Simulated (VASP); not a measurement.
# Al: how cutoff and mesh change the relaxed cell

Aim: test the relaxed volume of Al against cutoff and mesh. The starting structure is a measured crystal structure from the Crystallography Open Database.

Calculated with VASP 6.6.1; Kohn-Sham DFT with plane waves and PAW; PBEsol.

## 1. The structure

It takes space group Fm-3m (No. 225, cubic). Conventional cell: a = 4.050 Å, b = 4.050 Å, c = 4.050 Å, α = 90.00°, β = 90.00°, γ = 90.00°. Al has 12 Al at 2.86 Å nearest.

Coordinates:

```xyz
1
Lattice="0.0000 2.0249 2.0249 2.0249 0.0000 2.0249 2.0249 2.0249 0.0000" Properties=species:S:1:pos:R:3 pbc="T T T"
Al    0.0000    0.0000    0.0000
```

## 2. Reference relaxation

Contents of INCAR:

```
SYSTEM = Al
PREC = Accurate
ENCUT = 450
EDIFF = 1E-06
NELM = 100
ISMEAR = 1
SIGMA = 0.1
LREAL = .FALSE.
ALGO = Normal
GGA = PS
LORBIT = 11
LWAVE = .FALSE.
LCHARG = .FALSE.
KPAR = 2
IBRION = 2
NSW = 50
ISIF = 3
EDIFFG = -0.01
```

Contents of POSCAR:

```
Al
1.0
    0.0000000000      2.0249250000      2.0249250000
    2.0249250000      0.0000000000      2.0249250000
    2.0249250000      2.0249250000      0.0000000000
Al
1
Direct
    0.0000000000      0.0000000000      0.0000000000
```

Contents of KPOINTS:

```
Automatic mesh
0
Gamma
12 12 12
0 0 0
```

Potentials, in the order of the species: Al (PBE family, release 64).

On the command line:

```sh
mpirun -np 2 vasp_std
```

Output:

```text
[banner, memory and clock lines left out]
running    2 mpi-ranks, on    1 nodes
 distrk:  each k-point on    1 cores,    2 groups
 distr:  one band on    1 cores,    1 groups

 POSCAR found type information on POSCAR Al
 POSCAR found :  1 types and       1 ions
|                                                                             |
|               ----> ADVICE to this user running VASP <----                  |
|                                                                             |
|     You enforced a specific xc type in the INCAR file but a different       |
|     [... a line on the potential file left out ...]
|     I HOPE YOU KNOW WHAT YOU ARE DOING!                                     |
|                                                                             |

 LDA part: xc-table for (Slater+PW92), standard interpolation
 POSCAR, INCAR and KPOINTS ok, starting setup
 FFT: planning ... GRIDC
 FFT: planning ... GRID_SOFT
 FFT: planning ... GRID
 WAVECAR not read
 entering main loop
       N       E                     dE             d eps       ncg     rms          rms(c)
DAV:   1    -0.228084377189E+01   -0.22808E+01   -0.72620E+02   795   0.273E+02
DAV:   2    -0.410912670084E+01   -0.18283E+01   -0.15683E+01   975   0.268E+01
DAV:   3    -0.412504128353E+01   -0.15915E-01   -0.15915E-01   925   0.292E+00
DAV:   4    -0.412508241276E+01   -0.41129E-04   -0.41129E-04   960   0.145E-01
DAV:   5    -0.412508260586E+01   -0.19310E-06   -0.19364E-06   960   0.902E-03    0.138E+00
DAV:   6    -0.410847264557E+01    0.16610E-01   -0.21476E-03   895   0.309E-01    0.785E-01
DAV:   7    -0.409720660538E+01    0.11266E-01   -0.59267E-03   850   0.495E-01    0.165E-01
DAV:   8    -0.409719358007E+01    0.13025E-04   -0.31959E-05   945   0.585E-02    0.771E-03
DAV:   9    -0.409719286590E+01    0.71417E-06   -0.47947E-07   885   0.484E-03
   1 F= -.40971929E+01 E0= -.40974398E+01  d E =-.409719E+01
 curvature:   0.00 expect dE= 0.000E+00 dE for cont linesearch  0.000E+00
 trial: gam= 0.00000 g(F)=  0.122E-64 g(S)=  0.486E-02 ort = 0.000E+00 (trialstep = 0.100E+01)
 search vector abs. value=  0.486E-02
 bond charge predicted
       N       E                     dE             d eps       ncg     rms          rms(c)
DAV:   1    -0.409937498514E+01   -0.21814E-02   -0.34951E-02   890   0.120E+00    0.163E-01
DAV:   2    -0.409921111007E+01    0.16388E-03   -0.22818E-04   780   0.128E-01    0.567E-02
DAV:   3    -0.409910535108E+01    0.10576E-03   -0.38212E-05   895   0.368E-02    0.204E-02
DAV:   4    -0.409909687477E+01    0.84763E-05   -0.47361E-06   930   0.129E-02    0.128E-02
DAV:   5    -0.409909689036E+01   -0.15595E-07   -0.37423E-08   445   0.201E-03
   2 F= -.40990969E+01 E0= -.40993581E+01  d E =-.190402E-02
 trial-energy change:   -0.001904  1 .order   -0.001863   -0.004858    0.001131
 step:   0.8172(harm=  0.8111)  dis= 0.00000  next Energy=    -4.099200 (dE=-0.201E-02)
 bond charge predicted
       N       E                     dE             d eps       ncg     rms          rms(c)
DAV:   1    -0.409921129648E+01   -0.11442E-03   -0.11466E-03   895   0.217E-01    0.292E-02
DAV:   2    -0.409920527113E+01    0.60254E-05   -0.75321E-06   790   0.232E-02    0.103E-02
DAV:   3    -0.409920113043E+01    0.41407E-05   -0.12566E-06   680   0.670E-03    0.338E-03
DAV:   4    -0.409920063948E+01    0.49095E-06   -0.16176E-07   405   0.257E-03
   3 F= -.40992006E+01 E0= -.40994671E+01  d E =-.200777E-02
 curvature:  -0.41 expect dE=-0.101E-07 dE for cont linesearch -0.101E-07
 trial: gam= 0.00000 g(F)=  0.670E-64 g(S)=  0.250E-07 ort =-0.110E-04 (trialstep = 0.963E+00)
 search vector abs. value=  0.251E-07
 reached required accuracy - stopping structural energy minimisation
```

Run time: 2.2 s. Hardware: 2 MPI ranks of Intel Xeon 6975P-C (Granite Rapids), shared host; peak memory 0.22 GiB.

The logs omit lines about the potential files and the build; timing stands in the text.

OUTCAR, selected parts (step 2):

```text
ion  position               nearest neighbor table
   1  0.000  0.000  0.000-

  LATTYP: Found a face centered cubic cell.
 ALAT       =     4.0498500000

 Subroutine GETGRP returns: Found 48 space group operations
 (whereof 48 operations were pure point group operations)

The static configuration has the point symmetry O_h .

 Found     72 irreducible k-points:

   k-points           NKPTS =     72   k-points in BZ     NKDIM =     72   number of bands    NBANDS=      5

   dimension x,y,z NGX =    20 NGY =   20 NGZ =   20
   dimension x,y,z NGXF=    40 NGYF=   40 NGZF=   40

   ENCUT  =  450.0 eV  33.07 Ry    5.75 a.u.   4.95  4.95  4.95*2*pi/ulx,y,z

   NELECT =       3.0000    total number of electrons

 k-points in reciprocal lattice and weights: Automatic mesh
   0.00000000  0.00000000  0.00000000       0.001
   0.08333333  0.00000000  0.00000000       0.005
   0.16666667  0.00000000  0.00000000       0.005
   0.25000000  0.00000000  0.00000000       0.005
   0.33333333  0.00000000  0.00000000       0.005
   0.41666667  0.00000000  0.00000000       0.005
   0.50000000  0.00000000  0.00000000       0.002
   0.08333333  0.08333333  0.00000000       0.003
   0.16666667  0.08333333  0.00000000       0.014
[...]
-0.33333333  0.50000000  0.16666667       0.007
  -0.25000000  0.50000000  0.25000000       0.003

 average (electrostatic) potential at core
       1 -72.1257

 E-fermi :   7.9641

 k-point     1 :       0.0000    0.0000    0.0000
  band No.  band energies     occupation
      1      -3.1248      2.00000
      2      20.7925      0.00000
      3      20.7925      0.00000
      4      20.7925      0.00000
      5      22.4007      0.00000

 k-point     2 :       0.0833    0.0000    0.0000
  band No.  band energies     occupation
      1      -2.9342      2.00000
      2      18.1871      0.00000
      3      20.2451      0.00000
      4      20.2451      0.00000
      5      23.0372      0.00000

 k-point     3 :       0.1667    0.0000    0.0000
  band No.  band energies     occupation
      1      -2.3640      2.00000
      2      14.8031      0.00000
      3      19.5523      0.00000
      4      19.5523      0.00000
      5      22.8422      0.00000

  Total        0.0004154      0.0004154      0.0004154      0.0000000     -0.0000000      0.0000000
  in kB        0.0409572      0.0409572      0.0409572      0.0000000     -0.0000000      0.0000000
  external PRESSURE =       0.0409572 kB  Pullay stress =       0.0000000 kB

  energy-cutoff  :      450.00
  volume of cell :       16.25
      direct lattice vectors                 reciprocal lattice vectors
     0.000000000  2.010299326  2.010299326    -0.248719180  0.248719180  0.248719180
     2.010299326  0.000000000  2.010299326     0.248719180 -0.248719180  0.248719180
     2.010299326  2.010299326  0.000000000     0.248719180  0.248719180 -0.248719180

 POSITION                                       TOTAL-FORCE (eV/Angst)
 -----------------------------------------------------------------------------------
      0.00000      0.00000      0.00000         0.000000     -0.000000     -0.000000
 -----------------------------------------------------------------------------------
    total drift:                                0.000000      0.000000     -0.000000

  FREE ENERGIE OF THE ION-ELECTRON SYSTEM (eV)
  ---------------------------------------------------
  free  energy   TOTEN  =        -4.0992006395 eV

  energy  without entropy=       -4.0999998941  energy(sigma->0) =       -4.09946706

 reached required accuracy - stopping structural energy minimisation

 total charge
# of ion       s       p       d       tot
------------------------------------------
    1        0.431   0.345   0.000   0.775

[... 3 further parts left out ...]
```

CONTCAR:

```
Al
   1.00000000000000
     0.0000000000000000    2.0102993255452901    2.0102993255452901
     2.0102993255452901    0.0000000000000000    2.0102993255452901
     2.0102993255452901    2.0102993255452901    0.0000000000000000
  Al
     1
Direct
     0.0000000000000000    0.0000000000000000    0.0000000000000000
```

This run has no spin polarisation. Its electron count is odd, so without a moment it is a metal by construction. The PAW data sets were made with PBE, which is usual practice but a small mismatch for other functionals. The run keeps the 48 symmetry operations of its start, so it cannot find a distortion of lower symmetry.

The reference relaxation ends at 16.248 Å³ an atom. Pressures at 0.985 and 1.015 times this volume, from two more relaxations that aren't shown, give a bulk modulus of 84.8 GPa.

## 3. Relaxation with a cutoff of 240 eV

Against step 2 the input has ENCUT = 240.

Changes to INCAR since step 2:

```diff
@@ -2,3 +2,3 @@
 PREC = Accurate
-ENCUT = 450
+ENCUT = 240
 EDIFF = 1E-06
```

POSCAR is that of step 2.

KPOINTS is that of step 2.

On the command line:

```sh
mpirun -np 2 vasp_std
```

Output:

```text
[banner, memory and clock lines left out]
running    2 mpi-ranks, on    1 nodes
[...]
[... a notice as in an earlier step ...]

 LDA part: xc-table for (Slater+PW92), standard interpolation
 POSCAR, INCAR and KPOINTS ok, starting setup
[...]
entering main loop
       N       E                     dE             d eps       ncg     rms          rms(c)
DAV:   1    -0.300561333706E+01   -0.30056E+01   -0.58963E+02   870   0.161E+02
DAV:   2    -0.410818030152E+01   -0.11026E+01   -0.97839E+00  1010   0.197E+01
DAV:   3    -0.411463687881E+01   -0.64566E-02   -0.64565E-02   890   0.167E+00
DAV:   4    -0.411464205868E+01   -0.51799E-05   -0.51795E-05   980   0.497E-02
DAV:   5    -0.411464206703E+01   -0.83510E-08   -0.90406E-08   910   0.164E-03    0.175E+00
DAV:   6    -0.409801304460E+01    0.16629E-01   -0.20212E-03   850   0.274E-01    0.978E-01
DAV:   7    -0.408661049011E+01    0.11403E-01   -0.55525E-03   855   0.443E-01    0.199E-01
DAV:   8    -0.408657872313E+01    0.31767E-04   -0.25908E-05   955   0.435E-02    0.265E-02
[...]
DAV:   1    -0.408868848458E+01   -0.21098E-02   -0.33503E-02   900   0.114E+00    0.158E-01
DAV:   2    -0.408853107177E+01    0.15741E-03   -0.23430E-04   800   0.113E-01    0.552E-02
DAV:   3    -0.408843293329E+01    0.98138E-04   -0.28048E-05   845   0.303E-02    0.263E-02
DAV:   4    -0.408841998993E+01    0.12943E-04   -0.70008E-06   880   0.150E-02    0.134E-02
DAV:   5    -0.408842002045E+01   -0.30523E-07   -0.32389E-08   415   0.162E-03
   2 F= -.40884200E+01 E0= -.40886870E+01  d E =-.184213E-02
 trial-energy change:   -0.001842  1 .order   -0.001804   -0.004666    0.001057
 step:   0.8211(harm=  0.8152)  dis= 0.00000  next Energy=    -4.088514 (dE=-0.194E-02)
[...]
N       E                     dE             d eps       ncg     rms          rms(c)
DAV:   1    -0.408852488325E+01   -0.10489E-03   -0.10539E-03   910   0.202E-01    0.275E-02
DAV:   2    -0.408851933960E+01    0.55437E-05   -0.74227E-06   770   0.202E-02    0.984E-03
DAV:   3    -0.408851566605E+01    0.36735E-05   -0.89003E-07   515   0.546E-03    0.409E-03
DAV:   4    -0.408851501005E+01    0.65601E-06   -0.22973E-07   390   0.294E-03
   3 F= -.40885150E+01 E0= -.40887866E+01  d E =-.193712E-02
[...]
reached required accuracy - stopping structural energy minimisation
```

The job ended after 1.2 s (2 MPI ranks; peak memory 0.17 GiB; 1.3 s of CPU time).

Parts of OUTCAR (step 3):

```text
  Total        0.0003857      0.0003857      0.0003857     -0.0000000     -0.0000000      0.0000000
  in kB        0.0380207      0.0380207      0.0380207     -0.0000000     -0.0000000      0.0000000
  external PRESSURE =       0.0380207 kB  Pullay stress =       0.0000000 kB

 POSITION                                       TOTAL-FORCE (eV/Angst)
 -----------------------------------------------------------------------------------
      0.00000      0.00000      0.00000        -0.000000      0.000000     -0.000000
 -----------------------------------------------------------------------------------
    total drift:                               -0.000000      0.000000     -0.000000

  FREE ENERGIE OF THE ION-ELECTRON SYSTEM (eV)
  ---------------------------------------------------
  free  energy   TOTEN  =        -4.0885150100 eV

  energy  without entropy=       -4.0893296347  energy(sigma->0) =       -4.08878655

[... 2 parts as in an earlier step ...]

[... 2 further parts left out ...]
[key lines of the parts left out:]
E-fermi :   7.9716
```

With a cutoff of 240 eV the cell ends at 16.254 Å³ an atom, +0.03 % from the reference; the bulk modulus is 84.8 GPa against 84.8 GPa.

## 4. Relaxation with a 6×6×6 mesh

Against step 2 the input has a 6×6×6 mesh.

Changes to INCAR since step 3:

```diff
@@ -2,3 +2,3 @@
 PREC = Accurate
-ENCUT = 240
+ENCUT = 450
 EDIFF = 1E-06
```

POSCAR is that of step 3.

Contents of KPOINTS:

```
Automatic mesh
0
Gamma
6 6 6
0 0 0
```

On the command line:

```sh
mpirun -np 2 vasp_std
```

Output:

```text
[... set-up lines as in an earlier step ...]
 entering main loop
       N       E                     dE             d eps       ncg     rms          rms(c)
DAV:   1    -0.311708513135E+01   -0.31171E+01   -0.72721E+02   180   0.279E+02
DAV:   2    -0.417396796588E+01   -0.10569E+01   -0.10570E+01   220   0.248E+01
DAV:   3    -0.418245488899E+01   -0.84869E-02   -0.84867E-02   200   0.242E+00
DAV:   4    -0.418247909559E+01   -0.24207E-04   -0.24206E-04   220   0.141E-01
DAV:   5    -0.418247925300E+01   -0.15740E-06   -0.15771E-06   225   0.955E-03    0.135E+00
DAV:   6    -0.416592572660E+01    0.16554E-01   -0.22884E-03   190   0.312E-01    0.768E-01
DAV:   7    -0.415483864024E+01    0.11087E-01   -0.61711E-03   210   0.494E-01    0.164E-01
DAV:   8    -0.415482323184E+01    0.15408E-04   -0.30376E-05   210   0.552E-02    0.980E-03
DAV:   9    -0.415482256835E+01    0.66348E-06   -0.47435E-07   205   0.502E-03
   1 F= -.41548226E+01 E0= -.41544630E+01  d E =-.415482E+01
[...]
N       E                     dE             d eps       ncg     rms          rms(c)
DAV:   1    -0.415626402782E+01   -0.14408E-02   -0.22429E-02   200   0.952E-01    0.129E-01
DAV:   2    -0.415615516063E+01    0.10887E-03   -0.14769E-04   185   0.996E-02    0.460E-02
DAV:   3    -0.415608484452E+01    0.70316E-04   -0.27869E-05   190   0.310E-02    0.160E-02
DAV:   4    -0.415607996511E+01    0.48794E-05   -0.30165E-06   205   0.101E-02    0.102E-02
DAV:   5    -0.415607999628E+01   -0.31179E-07   -0.21973E-08   120   0.148E-03
   2 F= -.41560800E+01 E0= -.41556758E+01  d E =-.125743E-02
 trial-energy change:   -0.001257  1 .order   -0.001238   -0.003051    0.000574
 step:   0.8457(harm=  0.8416)  dis= 0.00000  next Energy=    -4.156124 (dE=-0.130E-02)
[...]
N       E                     dE             d eps       ncg     rms          rms(c)
DAV:   1    -0.415612937619E+01   -0.49411E-04   -0.52624E-04   210   0.146E-01    0.195E-02
DAV:   2    -0.415612645076E+01    0.29254E-05   -0.34472E-06   180   0.151E-02    0.706E-03
DAV:   3    -0.415612440637E+01    0.20444E-05   -0.64291E-07   125   0.479E-03    0.204E-03
DAV:   4    -0.415612416027E+01    0.24610E-06   -0.85803E-08   100   0.199E-03
   3 F= -.41561242E+01 E0= -.41557315E+01  d E =-.130159E-02
[...]
reached required accuracy - stopping structural energy minimisation
```

Elapsed: 1.4 s, on 2 MPI ranks; peak memory 0.21 GiB.

From OUTCAR (step 4):

```text
  Total        0.0002403      0.0002403      0.0002403     -0.0000000      0.0000000     -0.0000000
  in kB        0.0236008      0.0236008      0.0236008     -0.0000000      0.0000000     -0.0000000
  external PRESSURE =       0.0236008 kB  Pullay stress =       0.0000000 kB

 POSITION                                       TOTAL-FORCE (eV/Angst)
 -----------------------------------------------------------------------------------
      0.00000      0.00000     -0.00000         0.000000      0.000000      0.000000
 -----------------------------------------------------------------------------------
    total drift:                                0.000000      0.000000     -0.000000

  FREE ENERGIE OF THE ION-ELECTRON SYSTEM (eV)
  ---------------------------------------------------
  free  energy   TOTEN  =        -4.1561241603 eV

  energy  without entropy=       -4.1549460672  energy(sigma->0) =       -4.15573146

[... 1 part as in an earlier step ...]

[... 3 further parts left out ...]
[key lines of the parts left out:]
E-fermi :   8.4681
```

With a 6×6×6 mesh the cell ends at 16.312 Å³ an atom, +0.39 % from the reference; the bulk modulus is 81.2 GPa against 84.8 GPa.

## 5. Relaxation with a cutoff of 410 eV

Against step 2 the input has ENCUT = 410.

Changes to INCAR since step 4:

```diff
@@ -2,3 +2,3 @@
 PREC = Accurate
-ENCUT = 450
+ENCUT = 410
 EDIFF = 1E-06
```

POSCAR is that of step 4.

Contents of KPOINTS:

```
Automatic mesh
0
Gamma
12 12 12
0 0 0
```

On the command line:

```sh
mpirun -np 2 vasp_std
```

Output:

```text
[... set-up lines as in an earlier step ...]
 entering main loop
       N       E                     dE             d eps       ncg     rms          rms(c)
DAV:   1    -0.257998013931E+01   -0.25800E+01   -0.70656E+02   825   0.253E+02
DAV:   2    -0.411491942897E+01   -0.15349E+01   -0.14710E+01   950   0.265E+01
DAV:   3    -0.412477134714E+01   -0.98519E-02   -0.98522E-02   970   0.244E+00
DAV:   4    -0.412479876321E+01   -0.27416E-04   -0.27416E-04   995   0.117E-01
DAV:   5    -0.412479887393E+01   -0.11071E-06   -0.11085E-06   955   0.613E-03    0.138E+00
DAV:   6    -0.410819863942E+01    0.16600E-01   -0.21401E-03   885   0.307E-01    0.786E-01
DAV:   7    -0.409693185304E+01    0.11267E-01   -0.59125E-03   855   0.490E-01    0.166E-01
DAV:   8    -0.409691894423E+01    0.12909E-04   -0.31174E-05   940   0.574E-02    0.856E-03
DAV:   9    -0.409691822154E+01    0.72269E-06   -0.50633E-07   890   0.498E-03
   1 F= -.40969182E+01 E0= -.40971651E+01  d E =-.409692E+01
[...]
N       E                     dE             d eps       ncg     rms          rms(c)
DAV:   1    -0.409913677857E+01   -0.22178E-02   -0.35533E-02   890   0.121E+00    0.165E-01
DAV:   2    -0.409896977561E+01    0.16700E-03   -0.23211E-04   785   0.127E-01    0.570E-02
DAV:   3    -0.409886205797E+01    0.10772E-03   -0.39197E-05   870   0.369E-02    0.206E-02
DAV:   4    -0.409885341968E+01    0.86383E-05   -0.48152E-06   915   0.129E-02    0.129E-02
DAV:   5    -0.409885343756E+01   -0.17871E-07   -0.37445E-08   425   0.198E-03
   2 F= -.40988534E+01 E0= -.40991143E+01  d E =-.193522E-02
 trial-energy change:   -0.001935  1 .order   -0.001893   -0.004943    0.001156
 step:   0.8166(harm=  0.8105)  dis= 0.00000  next Energy=    -4.098959 (dE=-0.204E-02)
[...]
N       E                     dE             d eps       ncg     rms          rms(c)
DAV:   1    -0.409897067370E+01   -0.11725E-03   -0.11728E-03   905   0.219E-01    0.295E-02
DAV:   2    -0.409896450693E+01    0.61668E-05   -0.76989E-06   785   0.232E-02    0.104E-02
DAV:   3    -0.409896027181E+01    0.42351E-05   -0.13044E-06   705   0.675E-03    0.347E-03
DAV:   4    -0.409895977585E+01    0.49595E-06   -0.16047E-07   395   0.252E-03
   3 F= -.40989598E+01 E0= -.40992261E+01  d E =-.204155E-02
[...]
reached required accuracy - stopping structural energy minimisation
```

Run time: 2.2 s. Hardware: 2 MPI ranks; peak memory 0.22 GiB; 3.4 s of CPU time.

(Part 1 of 2 ends here.)

[Lines on the potential files, build, host, timing and source positions are cut from VASP's logs without a mark.]

[Logs are printed without paths, hosts, clocks, repeated set-up lines and the standing remarks that a program may print on its own settings, such as how far it seeks lower states.]

[Hosts, paths, dates, database ids (printed as entryN), source tags and the programs' standing remarks are cut or masked in the printed files.]
